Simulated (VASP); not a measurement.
Given:

```xyz
3
Lattice="3.8856 0.0000 0.0000 -1.9428 3.3651 0.0000 0.0000 0.0000 6.2683" Properties=species:S:1:pos:R:3 pbc="T T T"
Te     0.0000     0.0000     0.0000
Se     0.0000     2.2434     1.5796
Se     1.9428     1.1217     4.6887
```
Cell charge -0.5.

These are PBE GGA, VASP's PBE PAW potentials (set 64) (plane waves; VASP 6.6.1) values and carry that method's errors. Settings: NELECT = 18.5, 400 eV cut-off, 6×6×3 Γ-centred mesh, Gaussian smearing of 0.050 eV, potentials Te Se.

The cell is charged, with a uniform compensating background.

Problem. Give the force on each atom (eV/Å).

Solution. 
| atom | Fx | Fy | Fz |
|---|---|---|---|
| Te1 | 0.000 | 0.000 | 0.000 |
| Se2 | 0.000 | 0.000 | 1.021 |
| Se3 | 0.000 | 0.000 | -1.021 |

Problem. Give the stress tensor in GPa (positive for a compressed cell).

Solution. 
```
19.63   0.00   0.00
 0.00  19.63   0.00
 0.00   0.00  16.23
```
The pressure is its mean diagonal, 18.50 GPa.

The structure was generated: TeSe2 was put into the CdI2 type (P-3m1), which need not be its known phase. The cell was not relaxed at this level. The k-mesh is coarse (spacing up to 0.33 per Å, 2π included), so the numbers may not be converged in it. The run is one of a series of settings (NELECT = 18.5 against the base run), some of them coarse on purpose.
